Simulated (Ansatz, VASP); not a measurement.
# CsKF2 (alpha-NaFeO2 type (invented)) in two plane-wave programs

Wanted: the spread between two codes on one cell, functional and k mesh. The cell is generated by rule, not measured, and may not be a known phase. The cell is taken from a series of runs on this material, whose earlier steps may have relaxed, scaled, displaced or heated it; both programs get it as it stands.

Calculated with Ansatz 0.2.0; plane waves, with VASP 6.6.1 beside it; relaxation of cell and atoms at PBE.

## (1) The structure

It takes space group R-3m (No. 166, trigonal). Conventional cell: a = 4.071 Å, b = 4.071 Å, c = 20.116 Å, α = 90.00°, β = 90.00°, γ = 120.00°. Nearest to K lie 6 F at 2.78 Å. Nearest to Cs lie 6 F at 3.00 Å. Nearest to F lie 3 K at 2.78 Å and 3 Cs at 3.00 Å. Farther neighbours and most contacts between anions are not listed.

## (2) VASP: relaxation of cell and atoms, PBE

The relaxed volume is the usual yardstick between codes: in a stiff, nearly cubic crystal its relative difference is about their pressure difference at one cell divided by the bulk modulus.

Lines of VASP's logs that name or quote its potential files are left out, and so is its time.

Contents of INCAR:

```
SYSTEM = CsKF2
PREC = Accurate
ENCUT = 600
EDIFF = 1E-07
NELM = 120
ISMEAR = 0
SIGMA = 0.01
LREAL = .FALSE.
ALGO = Normal
GGA = PE
NBANDS = 22
LORBIT = 11
LWAVE = .FALSE.
LCHARG = .FALSE.
ISIF = 3
IBRION = 2
NSW = 80
EDIFFG = -0.005
LASPH = .TRUE.
GGA_COMPAT = .FALSE.
NELMIN = 4
EFERMI = MIDGAP
```

Contents of POSCAR:

```
CsKF2
1.0
    2.0356040000      1.1752570000      6.7051910000
   -2.0356040000      1.1752570000      6.7051910000
    0.0000000000     -2.3505140000      6.7051910000
K Cs F
1 1 2
Direct
    0.0000000000      0.0000000000      0.0000000000
    0.4999999751      0.4999999751      0.4999999751
    0.2590929426      0.2590929426      0.2590929426
    0.7409070574      0.7409070574      0.7409070574
```

Contents of KPOINTS:

```
Automatic mesh
0
Gamma
9 9 9
0 0 0
```

PAW data sets: K_sv, Cs_sv and F (PBE family, release 64).

Launch:

```sh
> mpirun -np 1 vasp_std
```

Numbers of over 12 decimals in the logs are rounded to 6 here.

The program printed:

```text
[banner, memory and clock lines left out]
running    1 mpi-ranks, on    1 nodes
 distrk:  each k-point on    1 cores,    1 groups
 distr:  one band on    1 cores,    1 groups

 POSCAR found type information on POSCAR K CsF
 POSCAR found :  3 types and       4 ions
 LDA part: xc-table for (Slater+PW92), standard interpolation
 POSCAR, INCAR and KPOINTS ok, starting setup
 FFT: planning ... GRIDC
 FFT: planning ... GRID_SOFT
 FFT: planning ... GRID
 WAVECAR not read
 entering main loop
       N       E                     dE             d eps       ncg     rms          rms(c)
DAV:   1     0.264550591947E+03    0.26455E+03   -0.17174E+04  3740   0.150E+03
DAV:   2    -0.206573814378E+01   -0.26662E+03   -0.25282E+03  5250   0.335E+02
DAV:   3    -0.185690270315E+02   -0.16503E+02   -0.16434E+02  4700   0.810E+01
DAV:   4    -0.190846877935E+02   -0.51566E+00   -0.51507E+00  6508   0.121E+01
DAV:   5    -0.190866166182E+02   -0.19288E-02   -0.19288E-02  4646   0.774E-01    0.890E+00
DAV:   6    -0.162370019156E+02    0.28496E+01   -0.10953E+01  4268   0.273E+01    0.390E+00
DAV:   7    -0.161914060927E+02    0.45596E-01   -0.83179E-01  4422   0.587E+00    0.255E+00
DAV:   8    -0.161561169907E+02    0.35289E-01   -0.19118E-01  4320   0.369E+00    0.498E-01
DAV:   9    -0.161570642248E+02   -0.94723E-03   -0.49172E-02  4714   0.132E+00    0.229E-01
DAV:  10    -0.161593233840E+02   -0.22592E-02   -0.13093E-02  4062   0.835E-01    0.153E-01
DAV:  11    -0.161588690733E+02    0.45431E-03   -0.21975E-03  4700   0.325E-01    0.332E-02
DAV:  12    -0.161589031047E+02   -0.34031E-04   -0.24384E-04  4924   0.837E-02    0.121E-02
DAV:  13    -0.161589045806E+02   -0.14758E-05   -0.56294E-06  4928   0.170E-02    0.724E-03
DAV:  14    -0.161589041744E+02    0.40620E-06   -0.87870E-06  4276   0.190E-02    0.211E-03
DAV:  15    -0.161589043772E+02   -0.20287E-06   -0.10697E-06  4690   0.732E-03    0.883E-04
DAV:  16    -0.161589042695E+02    0.10772E-06   -0.93288E-08  2914   0.249E-03    0.277E-04
DAV:  17    -0.161589042990E+02   -0.29449E-07   -0.27070E-08  2518   0.108E-03
   1 F= -.16158904E+02 E0= -.16158904E+02  d E =-.161589E+02
 curvature:   0.00 expect dE= 0.000E+00 dE for cont linesearch  0.000E+00
 trial: gam= 0.00000 g(F)=  0.394E-06 g(S)=  0.143E-04 ort = 0.000E+00 (trialstep = 0.100E+01)
 search vector abs. value=  0.146E-04
 bond charge predicted
       N       E                     dE             d eps       ncg     rms          rms(c)
DAV:   1    -0.161590543159E+02   -0.15005E-03   -0.29982E-03  3872   0.429E-01    0.874E-02
DAV:   2    -0.161589285468E+02    0.12577E-03   -0.55702E-04  4154   0.163E-01    0.206E-02
DAV:   3    -0.161589152205E+02    0.13326E-04   -0.26257E-05  4184   0.434E-02    0.121E-02
DAV:   4    -0.161589124314E+02    0.27891E-05   -0.13956E-05  5398   0.206E-02    0.854E-03
DAV:   5    -0.161589138151E+02   -0.13837E-05   -0.12191E-06  5034   0.831E-03    0.196E-03
DAV:   6    -0.161589139346E+02   -0.11948E-06   -0.65028E-07  5720   0.591E-03    0.830E-04
DAV:   7    -0.161589141294E+02   -0.19486E-06   -0.57208E-08  2634   0.147E-03    0.252E-04
DAV:   8    -0.161589141599E+02   -0.30449E-07   -0.10146E-08  2206   0.627E-04
   2 F= -.16158914E+02 E0= -.16158914E+02  d E =-.986092E-05
 trial-energy change:   -0.000010  1 .order   -0.000011   -0.000015   -0.000007
 step:   1.8932(harm=  1.8932)  dis= 0.00018  next Energy=   -16.158918 (dE=-0.139E-04)
 reached required accuracy - stopping structural energy minimisation
```

Parts of OUTCAR (step 2):

```text
ion  position               nearest neighbor table
   1  0.000  0.000  0.000-   4 2.78   4 2.78   3 2.78   3 2.78   4 2.78   3 2.78
   2  0.500  0.500  0.500-
   3  0.259  0.259  0.259-   1 2.78   1 2.78   1 2.78
   4  0.741  0.741  0.741-   1 2.78   1 2.78   1 2.78

  LATTYP: Found a trigonal (rhomboedric) cell.
 ALAT       =     7.1052444720
 COS(alpha) =     0.8358432335

 Subroutine GETGRP returns: Found 12 space group operations
 (whereof 12 operations were pure point group operations)

The static configuration has the point symmetry D_3d.

 Found     85 irreducible k-points:

   k-points           NKPTS =     85   k-points in BZ     NKDIM =     85   number of bands    NBANDS=     22

   dimension x,y,z NGX =    60 NGY =   60 NGZ =   60
   dimension x,y,z NGXF=   120 NGYF=  120 NGZF=  120

   ENCUT  =  600.0 eV  44.10 Ry    6.64 a.u.  14.19 14.19 14.19*2*pi/ulx,y,z

   NELECT =      32.0000    total number of electrons

 k-points in reciprocal lattice and weights: Automatic mesh
   0.00000000  0.00000000  0.00000000       0.001
   0.11111111  0.00000000  0.00000000       0.008
   0.22222222  0.00000000  0.00000000       0.008
   0.33333333 -0.00000000  0.00000000       0.008
   0.44444444  0.00000000  0.00000000       0.008
   0.11111111  0.11111111  0.00000000       0.008
   0.22222222  0.11111111 -0.00000000       0.016
   0.33333333  0.11111111  0.00000000       0.016
   0.44444444  0.11111111 -0.00000000       0.016
[...]
0.44444444  0.44444444  0.44444444       0.003
  -0.44444444  0.44444444  0.44444444       0.008

 average (electrostatic) potential at core
       1 -35.8199       2 -50.1048       3 -77.2988       4 -77.2988

 E-fermi :   0.7201

 k-point     1 :       0.0000    0.0000    0.0000
  band No.  band energies     occupation
    ...
     12      -2.5091      2.00000
     13      -2.5091      2.00000
     14      -2.1800      2.00000
     15      -2.1800      2.00000
     16      -2.1205      2.00000
     17       3.5258      0.00000
     18       5.0461      0.00000
     19       6.7664      0.00000
     20       6.7664      0.00000
     21       7.7688      0.00000
    ...

 k-point     2 :       0.1111    0.0000    0.0000
  band No.  band energies     occupation
    ...
     12      -2.4922      2.00000
     13      -2.4415      2.00000
     14      -2.2843      2.00000
     15      -2.1887      2.00000
     16      -2.1443      2.00000
     17       3.8511      0.00000
     18       5.2210      0.00000
     19       6.3863      0.00000
     20       7.0206      0.00000
     21       7.7970      0.00000
    ...

 k-point     3 :       0.2222    0.0000    0.0000
  band No.  band energies     occupation
    ...
     12      -2.4568      2.00000
     13      -2.4563      2.00000
     14      -2.2484      2.00000
     15      -2.2078      2.00000
     16      -2.1864      2.00000
     17       4.5968      0.00000
     18       5.3314      0.00000
     19       6.2323      0.00000
     20       7.5054      0.00000
     21       7.7138      0.00000
    ...

  Total       -0.0115686     -0.0115686      0.0004397      0.0000000      0.0000000      0.0000000
  in kB       -0.1927060     -0.1927061      0.0073241      0.0000000      0.0000000      0.0000000
  external PRESSURE =      -0.1260293 kB  Pullay stress =       0.0000000 kB

  energy-cutoff  :      600.00
  volume of cell :       96.18
      direct lattice vectors                 reciprocal lattice vectors
     2.035030042  1.174925625  6.704430527     0.245696619  0.141852951  0.049718366
    -2.035030042  1.174925625  6.704430527    -0.245696619  0.141852951  0.049718366
    -0.000000000 -2.349851249  6.704430527     0.000000000 -0.283705901  0.049718366

 POSITION                                       TOTAL-FORCE (eV/Angst)
 -----------------------------------------------------------------------------------
     -0.00000     -0.00000      0.00000         0.000000      0.000000     -0.000000
     -0.00000      0.00000     10.05665        -0.000000      0.000000     -0.000000
     -0.00000      0.00000      5.21131        -0.000000     -0.000000      0.002231
     -0.00000      0.00000     14.90198         0.000000      0.000000     -0.002231
 -----------------------------------------------------------------------------------
    total drift:                                0.000000     -0.000000      0.000209

  FREE ENERGIE OF THE ION-ELECTRON SYSTEM (eV)
  ---------------------------------------------------
  free  energy   TOTEN  =       -16.1589141599 eV

  energy  without entropy=      -16.1589141599  energy(sigma->0) =      -16.15891416

 reached required accuracy - stopping structural energy minimisation

 total charge
# of ion       s       p       d       tot
------------------------------------------
    1        1.955   5.586   0.024   7.564
    2        1.835   4.715   0.038   6.588
    3        1.727   4.336   0.000   6.063
    4        1.727   4.336   0.000   6.063
--------------------------------------------------
tot          7.244  18.974   0.062  26.279

[... 3 further parts left out ...]
```

The gap is read on the k-mesh alone, so it is an upper bound where the band edges lie off the mesh. The run keeps the 12 symmetry operations of its start, so it cannot find a distortion of lower symmetry.

## (3) Ansatz: relaxation of cell and atoms, PBE

Ansatz runs on its default PAW (the set named soft_2) files.

The same cell, functional and mesh now go to Ansatz, which takes its cutoff from its data sets.

Contents of input.yaml:

```yaml
crystal:
  lattice:
    - [2.0356044534, 1.1752567791, 6.7051907742]
    - [-2.0356044534, 1.1752567791, 6.7051907742]
    - [0.0, -2.3505135582, 6.7051907742]
  atoms:
    - { symbol: K, position: [1.0, 0.0, 0.0] }
    - { symbol: Cs, position: [0.5, 0.5, 0.5] }
    - { symbol: F, position: [0.2590929265, 0.2590929265, 0.2590929265] }
    - { symbol: F, position: [0.7409070735, 0.7409070735, 0.7409070735] }
kpoints:
  mp_grid: { grid: [9, 9, 9] }
hamiltonian:
  xc: pbe
scf:
  occupations: { method: fixed }
output:
  forces: true
  stress: true
  eigenvalues: true
relax:
  adjacent_minimum: "off"
  f_tol: 0.001
  max_steps: 60
  cell: { stress_tol: 0.01 }
```

Launch:

```sh
> ansatz run input.yaml --threads 2 --pin off --max-ram 5120MiB --backend cpu --events-out ev --progress --plain --runs-dir out
```

The program printed:

```text
basis.fft_grid_basis auto: the FFT boxes are laid along the combinations [[1, 0, -1], [0, 1, -1], [0, 0, 1]] of the cell's own vectors, 4.071, 4.071 and 7.105 Å long. The dense box has 30×30×48 points. Along the cell's own vectors, as sized, it would have 48×48×48, 2.56 times as many. Of the 12 symmetry operations that the crystal satisfies within crystal.symmetry.tolerance (time reversal apart; of a slab, those that [...]
Engine: ansatz 0.2.0, x86_64-unknown-linux-gnu
Pseudopotentials: kind: paw
Pseudopotential: K, paw, valence charge 9, recommended cutoff 420 eV (normal), K.paw.azcp
Pseudopotential: Cs, paw, valence charge 9, recommended cutoff 420 eV (normal), Cs.paw.azcp
Pseudopotential: F, paw, valence charge 7, recommended cutoff 420 eV (normal), F.paw.azcp
Functional definition: PBE
  parameter kappa = 0.804
  parameter beta = 0.066725
  exchange = pbe_x(kappa = kappa, mu = beta*pi^2/3)
  correlation = pbe_c(beta = beta)
Crystal: 4 atoms, lattice volume = 96.247 Å³
Basis set: ecut = 420 eV, 1889 PW (Γ), FFT grids on a1−a3, a2−a3, a3, exchange–correlation on 60×60×96 points (8 copies of the dense FFT grid, shifted against one another)
Bands: 20, of which v1, the nominal top of the filled ones, is band 16 counted from 1 (15 counted from 0)
Symmetry: 12 space group operations
Space group: R-3m (ITA 166), of the structure as read, at distance tolerance 4.6e-5 Å
k-points: 85 of 729
Non-local potential: K, projectors of the file, l = 0: 3, l = 1: 2, l = 2: 2
Non-local potential: Cs, projectors of the file, l = 0: 3, l = 1: 2, l = 2: 2, l = 3: 2
Non-local potential: F, projectors of the file, l = 0: 2, l = 1: 2, l = 2: 1
PAW form: soft (Blöchl's): semilocal exchange-correlation on the pseudo side does not see the compensation charge
PAW one-centre angular grid: K, 110 points (default); XC on 64 Gauss nodes
PAW one-centre angular grid: Cs, 194 points (default); XC on 64 Gauss nodes
PAW one-centre angular grid: F, 110 points (default); XC on 64 Gauss nodes
Initial density: superposition of atomic densities (neutral atoms: chi_scale 0, normalization atom), corrected by the library's trained network
Initial wavefunctions: pseudopotential atomic-orbital guess
Functional: x = pbe(κ = 0.804, μ = 0.219515), c = pbe(β = 0.066725)
SCF iter   1: F=—  HF=-8830.339251 eV  |F-HF|=—  |Δ(HF+E_count)|=         —  Δρ=4.07e-4  dr2=9.99e-5  ethr=1.77e-3  ⟨swp⟩=4.3  Hψ=7222  notcnv=0  defer=151
preconditioner: auto → Resta (q_TF=auto, 2.271 Å⁻¹)  ε∞=2.9  [insulator: Δε(μ)=5.625 eV  Ē_g=14.998 eV  n_scr=22 (ndim 8)  ℏωp=20.7 eV  f_vac=0.099  ε∞_Penn≈2.9]
SCF iter   2: F=—  HF=-8830.338630 eV  |F-HF|=—  |Δ(HF+E_count)|=   6.22e-4  Δρ=3.34e-4  dr2=1.29e-4  ethr=3.12e-7  ⟨swp⟩=3.4  Hψ=4549  notcnv=0  defer=170
SCF iter   3: F=—  HF=-8830.338684 eV  |F-HF|=—  |Δ(HF+E_count)|=   5.45e-5  Δρ=2.08e-4  dr2=5.22e-5  ethr=3.12e-7  ⟨swp⟩=2.0  Hψ=2695  notcnv=0  defer=170
SCF iter   4: F=—  HF=-8830.338753 eV  |F-HF|=—  |Δ(HF+E_count)|=   6.90e-5  Δρ=1.64e-4  dr2=1.68e-5  ethr=1.63e-7  ⟨swp⟩=2.0  Hψ=2987  notcnv=0  defer=170
SCF iter   5: F=—  HF=-8830.338751 eV  |F-HF|=—  |Δ(HF+E_count)|=   2.45e-6  Δρ=2.77e-5  dr2=5.41e-7  ethr=5.25e-8  ⟨swp⟩=2.1  Hψ=2927  notcnv=0  defer=170
SCF iter   6: F=-8830.338751 eV  HF=-8830.338751 eV  |F-HF|=1.21e-8  |Δ(HF+E_count)|=   2.12e-7  Δρ=2.96e-6  dr2=1.11e-8  ethr=3.13e-10  ⟨swp⟩=7.9  Hψ=10911  notcnv=0
SCF 1 converged in 6 iterations: F = -8830.338751 eV  dr2 = 1.11e-8
  greatest PAW one-centre occupation: 0.987 electrons in one spin orbital (limit 2), on the K atom at site 0 (counted from 0), in its partial waves of l = 0
relax step   1: F+E_penalty+E_count = -8830.33875105 eV  Δ(F+E_penalty+E_count) = +0.000e0 eV  max|allowed force component| = 3.201e-5 eV/Å  Δτ_max = 0.0000 Å  P = +0.000 GPa  Ω = 96.247 Å³  (6 SCF iters, dr2 threshold 1.00e-7 eV, accepted)
[...]
relax step   2: F+E_penalty+E_count = -8830.33875561 eV  Δ(F+E_penalty+E_count) = -4.564e-6 eV  max|allowed force component| = 1.733e-4 eV/Å  Δτ_max = 0.0001 Å  P = -0.000 GPa  Ω = 96.248 Å³  energy of the carried Pulay correction = -1.805e-6 eV  (5 SCF iters, dr2 threshold 1.03e-9 eV, accepted)
[...]
relax step   3: F+E_penalty+E_count = -8830.33875092 eV  Δ(F+E_penalty+E_count) = +4.688e-6 eV  max|allowed force component| = 1.797e-4 eV/Å  Δτ_max = 0.0000 Å  P = -0.000 GPa  Ω = 96.248 Å³  stress off target by 8.60e-3 GPa  SCF on the basis re-selected at this cell (its energy is not comparable with the rows above)  (6 SCF iters)
basis re-selected at this cell: Δ(F+E_penalty+E_count) = +4.688e-6 eV, ΔP = +0.000 GPa vs the last step (what re-selecting the basis moved, of the pressure what is left beyond the Pulay correction that the steps carried, after the strain that the cell walked since its last selection, with what the two solves' SCF thresholds leave and, on support functions, any second-order correction that the steps lacked; it is no m [...]
SCF converged after 6 iterations
Free energy (F): -8830.338751 eV
Harris-Foulkes:  -8830.338751 eV  (|F-HF|=0.00e0)
Internal energy: -8830.338751 eV  (E = F + TS)
E sigma→0 (E₀):  -8830.338751 eV
Fermi energy:    1.973871 eV
--- Per-component energies (eV) ---
  E_band       = -195.624204
  E_kinetic    = 811.294237
  E_local      = -2063.052079  (includes V_loc(G=0)·N_el)
  E_nonlocal   = 189.210000
  E_hartree    = 773.627379
  E_xc         = -471.938347
  E_vxc        = -499.518829  (∫ρ·V_xc dr)
  E_paw        = -6248.893256  (= ΣΔE_a)
  E_vpaw       = -180.816379  (= ΣTr[D̂ρ^β])
  E_aug_tail   = 0.004115  (compensation charges beyond the density's cutoff)
  E_ewald      = -1820.590799
  E_smearing   = -0.000000  (= −TS)
  E_closure    = -0.000000  (closes the sum)
  Σ components = -8830.338751   (vs F -8830.338751, Δ=0.00e0)
--- Forces (eV/Å), atoms counted from 1 ---
  atom   1  K     -0.00000000     0.00000000     0.00000000
  atom   2  Cs     0.00000000     0.00000000     0.00000000
  atom   3  F      0.00000000    -0.00000000     0.00017975
  atom   4  F     -0.00000000     0.00000000    -0.00017975
  max |Σ_I F_I| component: 2.89e-19 eV/Å
--- Stress (GPa, compression-positive) ---
       -0.004477       0.000000      -0.000000
        0.000000      -0.004477      -0.000000
       -0.000000      -0.000000       0.008600
  P = ⅓ Tr σ = -0.0001 GPa (-0.001 kbar)
--- Band table (eV; the first three rows and the last of 85) ---
  k-point 0: bands = [... 12 lower, 1.5532, 1.8752, 1.8752, 1.9341, 7.6026, 9.1194, 10.8470, 10.8470]
  k-point 1: bands = [... 12 lower, 1.6208, 1.7719, 1.8668, 1.9111, 7.9271, 9.2916, 10.4363, 11.0908]
  k-point 2: bands = [... 12 lower, 1.6057, 1.8124, 1.8488, 1.8710, 8.6712, 9.3945, 10.2766, 11.5653]
  k-point 84: bands = [... 12 lower, 1.6398, 1.7883, 1.7924, 1.8509, 8.7229, 9.4117, 10.1221, 10.3656]
--- Relaxed structure (2 steps of the walk, 2 accepted, 1 SCFs on fresh bases) ---
  F+E_penalty+E_count = -8830.33875092 eV   max|allowed force component| = 1.797e-4 eV/Å   (the final SCF, on the basis selected at the relaxed cell)
  cell:  # Å, volume = 96.2483 Å³
    - [2.035071, 1.174949, 6.708774]
    - [-2.035071, 1.174949, 6.708774]
    - [0, -2.349897, 6.708774]
  atoms:
    - { symbol: K, position: [1.000000, 0.0, 5.551115123125783e-17] }
    - { symbol: Cs, position: [0.5, 0.5, 0.5] }
    - { symbol: F, position: [0.259086, 0.259086, 0.259086] }
    - { symbol: F, position: [0.740914, 0.740914, 0.740914] }
```

Reading the cycles: dr2 is the Hartree energy of the density residual (eV), the measure of convergence; HF is the Harris–Foulkes estimate of the energy, which meets the free energy F at convergence.

## (4) Side by side

Known differences besides the potentials themselves: fixed occupations in Ansatz, narrow Gaussian smearing in VASP; the cutoff is 420 eV in Ansatz and 600 eV in VASP; Ansatz adds a Pulay correction to the stress that steers its cell, VASP none. Total energies have different zeros and are not compared.

The two programs side by side:

| quantity | Ansatz | VASP | difference |
| --- | --- | --- | --- |
| volume (Å³) | 96.25 | 96.18 | +0.07 % |
| edge a after relaxation, in the typed setting (Å) | 7.108 | 7.104 | +0.06 % |

## (5) Results

```json
{"difference in volume (relaxation of cell and atoms, PBE)": "0.069 %"}
```

The difference in volume is 0.069 % (relaxation of cell and atoms, PBE), within the 1.2 % picked in this series as the mark of a large difference, as far as the stopping tolerances let one tell. Such differences can come from data sets, numerical settings and the points named under the comparisons, not from the functional's error against experiment.

[Lines on the potential files, build, host, timing and source positions are cut from VASP's logs without a mark.]

[Logs are printed without paths, hosts, clocks, repeated set-up lines and the standing remarks that a program may print on its own settings, such as how far it seeks lower states.]

[Hosts, paths, dates, database ids (printed as entryN), source tags and the programs' standing remarks are cut or masked in the printed files.]
